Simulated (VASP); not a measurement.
Given:

```yaml
crystal:
  lattice:
    - [1.80540, -3.12704, 0.00000]
    - [1.80540, 3.12704, 0.00000]
    - [0.00000, 0.00000, 6.13020]
  atoms:
    - { symbol: Ti, position: [0.00000, 0.00000, 0.00000] }
    - { symbol: Se, position: [0.33333, 0.66667, 0.25500] }
    - { symbol: Se, position: [0.66667, 0.33333, 0.74500] }
```

The numbers are results of PBE GGA, VASP's PBE PAW potentials (set 64) (plane waves; VASP), not measurements. Settings: 400 eV cut-off, 7×7×4 Γ-centred mesh, first-order Methfessel-Paxton smearing of 0.10 eV, potentials Ti_sv Se.

Predict the energy per atom (σ→0), pressure, band gap (on the k-mesh) with the smallest direct gap where there is one.

The band gap (on the k-mesh) comes out as none (metal, semimetal or under 0.01 eV) and the energy per atom (σ→0) is -6.049 eV/atom. The pressure is -3.27 GPa.

Only differences to runs with the same potentials and settings are physical.

The compound is TiSe2 in the 1T layered structure. The cell was not relaxed at this level.
